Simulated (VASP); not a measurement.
## TiWC2 under changes of volume

One of the cells (10.514 Å³/atom); the others are scaled copies at fixed shape and fractional positions:

```xyz
4
Lattice="1.5446 0.8918 5.0890 -1.5446 0.8918 5.0890 0.0000 -1.7835 5.0890" Properties=species:S:1:pos:R:3 pbc="T T T"
W     0.0000    0.0000    0.0000
Ti    0.0000    0.0000    7.6335
C     0.0000    0.0000   11.4598
C     0.0000    0.0000    3.8072
```

The cell comes from a database or a generator and needn't be the stable form of this composition.

```yaml
Program: VASP 6.6.1
Functional: PBEsol
Potentials_or_basis: VASP PAW PBE potentials, release 64 (W_sv, Ti_sv, C)
Cutoff: 520 eV
k_mesh: 10 × 10 × 10
Occupations: fermi-dirac, width 0.05 eV
Spin: no spin polarisation
```

| volume (Å³/atom) | energy over the lowest point (meV/atom) | pressure (GPa) | largest force (eV/Å) |
| --- | --- | --- | --- |
| 9.690 | ? | ? | ? |
| 9.896 | 1.58 | 4.7 | 0.160 |
| 10.102 | 0.00 | -2.3 | 0.056 |
| 10.514 | 21.72 | -14.3 | 0.129 |
| 10.721 | 43.38 | -19.4 | 0.210 |
| 10.927 | 71.25 | -24.0 | 0.285 |

Task: What does the run at 9.690 Å³/atom give?

Result: Energy over the lowest point 12.71 meV/atom; pressure 12.5 GPa; largest force 0.273 eV/Å.

Worked out: A Birch-Murnaghan fit of order 3 (a polynomial in V^(-2/3)) to the other rows has its minimum at 10.03 Å³/atom with B0 = V·E''(V) = 336 GPa and B' = 4.2 at fixed shape and positions, which overstates the stiffness. It gives 12.67 meV/atom at 9.690 Å³/atom, against the run's 12.71, and -dE/dV = 12.6 GPa, against 12.5.

Energies are extrapolated to zero smearing.

Caveats: the PAW data sets were made with another functional, which shifts forces and pressure a little.
